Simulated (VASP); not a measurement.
An input for Quantum ESPRESSO's pw.x (written as the equivalent of a VASP run, and not itself run):

```
&CONTROL
  calculation = 'scf'
  pseudo_dir = './pseudo'
  outdir = './out'
  tprnfor = .true.
  tstress = .true.
/
&SYSTEM
  ibrav = 0
  nat = 2
  ntyp = 2
  ecutwfc = 88
  occupations = 'smearing'
  smearing = 'fermi-dirac'
  degauss = 0.00147
  input_dft = 'pbe'
/
&ELECTRONS
  conv_thr = 7.3e-08
  electron_maxstep = 100
/
ATOMIC_SPECIES
  Na 22.990 Na.upf
  Cl 35.450 Cl.upf
CELL_PARAMETERS angstrom
     0.0000000    2.7507570    2.7507570
     2.7507570    0.0000000    2.7507570
     2.7507570    2.7507570    0.0000000
ATOMIC_POSITIONS crystal
  Na   0.0000000  0.0000000  0.0000000
  Cl   0.5000000  0.5000000  0.5000000
K_POINTS automatic
  8 8 8 0 0 0
```

**Question.** Write the VASP files for the same calculation (PBE).

**Answer.** One answer among several that fit: 
File POSCAR:
```
NaCl
1
    0.0000000000     2.7507570000     2.7507570000
    2.7507570000     0.0000000000     2.7507570000
    2.7507570000     2.7507570000     0.0000000000
Na Cl
1 1
Direct
  0.0000000000   0.0000000000   0.0000000000
  0.5000000000   0.5000000000   0.5000000000
```

INCAR:
```
ALGO=Normal
EDIFF=1E-6
ENCUT=300
GGA=PE
ISIF=2
ISMEAR=-1
LASPH=.True.
LCHARG=.False.
LREAL=.False.
LWAVE=.False.
NELM=100
PREC=Accurate
SIGMA=0.02
SYSTEM=NaCl
```

File KPOINTS:
```
Automatic mesh
0
Gamma
8 8 8
0 0 0
```

POTCAR, in this order: Na_pv Cl (PBE.64 set). Program: vasp_std.

What does not carry over: the potentials are each code's own (VASP's PAW set, PseudoDojo norm-conserving files in pw.x), so ENCUT and ecutwfc are chosen apart and not converted; conv_thr bounds pw.x's estimated SCF error, while EDIFF bounds the energy change between steps.

The structure comes from a computed database's NaCl entry; how it stands against other phases isn't given here. The cell was not relaxed at this level.
